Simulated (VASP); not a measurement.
Crystal: NiF.

```
Ni F
1.0
     0.00000    2.33484    2.33484
     2.33484    0.00000    2.33484
     2.33484    2.33484    0.00000
Ni F
1 1
Direct
  0.00000 0.00000 0.00000
  0.75000 0.75000 0.75000
```

The cell was built by a generator and needn't be a form met in nature.

| Quantity | Value |
| --- | --- |
| Program | VASP 6.6.1 |
| Task | relaxation of cell and atoms |
| Functional | LDA |
| Potentials or basis | VASP PAW LDA potentials, release 64 (Ni, F) |
| Cutoff | 600 eV |
| k mesh | 7 × 7 × 7 |
| Occupations | fermi-dirac, width 0.05 eV |
| Spin | collinear spin, ferromagnetic start |
| Starting moments | [1.0, 0.0] μB |

At the start: pressure -4.4 GPa; volume 12.73 Å³/atom.

**Question.** How do energy, volume and symmetry change on relaxing?

**Answer.** Over 3 steps the energy falls by 8.3 meV/atom and the volume is 12.14 Å³/atom (-4.6 %); space group F-43m (No. 216, to 0.05 Å); moment 1.15 μB per cell.

Step by step:
```csv
step,energy change (eV),largest force (eV/Å),pressure (GPa),volume (Å³)
1,0.0000,0.0000,-4.37,25.46
2,-0.0165,0.0000,0.36,24.20
3,-0.0166,0.0000,0.01,24.28
```

Final structure:
```
Ni F
1.0
     0.00000    2.29841    2.29841
     2.29841    0.00000    2.29841
     2.29841    2.29841    0.00000
Ni F
1 1
Direct
  0.00000 0.00000 0.00000
  0.75000 0.75000 0.75000
```

Caveat: a cell with one magnetic atom can't hold antiferromagnetic order, which such compounds often take.
